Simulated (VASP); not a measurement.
Given:

```
CELL_PARAMETERS angstrom
      4.21955     0.00000     0.00000
      0.00000     4.21955     0.00000
      0.00000     0.00000     9.26443
ATOMIC_POSITIONS crystal
  Pb 0.00000 0.50000 0.84390
  Pb 0.50000 0.00000 0.15610
  I  0.50000 0.00000 0.67324
  I  0.00000 0.50000 0.32676
  F  0.00000 0.00000 0.00000
  F  0.50000 0.50000 0.00000
```

Method: r2SCAN meta-GGA, VASP's PBE PAW potentials (set 64) (plane waves; VASP). Run with 520 eV cut-off, 6×6×3 Γ-centred mesh, tetrahedra with Blöchl corrections, potentials Pb_d I F.

Unless said otherwise, spin-orbit coupling is left out, though it shifts the bands of the heavy elements here.

Problem. Give the energies of bands 19 to 32 at the high-symmetry points, in eV from the valence-band maximum.

Solution. 
| band | Γ | X | M | Z | R | A |
|---|---|---|---|---|---|---|
| 19 | -3.95 | -4.36 | -3.66 | -3.95 | -4.36 | -3.62 |
| 20 | -3.72 | -4.36 | -3.66 | -3.72 | -4.36 | -3.62 |
| 21 | -3.72 | -3.73 | -3.50 | -3.72 | -3.77 | -3.50 |
| 22 | -2.87 | -3.73 | -3.50 | -2.86 | -3.77 | -3.50 |
| 23 | -1.27 | -1.47 | -2.69 | -1.41 | -1.37 | -2.34 |
| 24 | -0.83 | -1.47 | -2.69 | -0.96 | -1.37 | -2.34 |
| 25 | -0.83 | -0.60 | -1.84 | -0.96 | -0.71 | -2.23 |
| 26 | -0.69 | -0.60 | -1.84 | -0.55 | -0.71 | -2.23 |
| 27 | -0.69 | -0.27 | -0.75 | -0.55 | -0.27 | -0.81 |
| 28 | -0.24 | -0.27 | -0.75 | 0.00 | -0.27 | -0.81 |
| 29 | 2.62 | 4.08 | 3.46 | 2.38 | 4.08 | 4.05 |
| 30 | 3.96 | 4.08 | 3.46 | 3.89 | 4.08 | 4.05 |
| 31 | 5.67 | 4.73 | 4.30 | 5.49 | 4.73 | 4.21 |
| 32 | 5.67 | 4.73 | 4.30 | 5.49 | 4.73 | 4.21 |

The gap is direct, 2.38 eV, from the valence maximum at Z to the conduction minimum at Z.

The structure comes from a computed database's PbIF entry (P4/nmm); how it stands against other phases isn't given here. It was relaxed first.
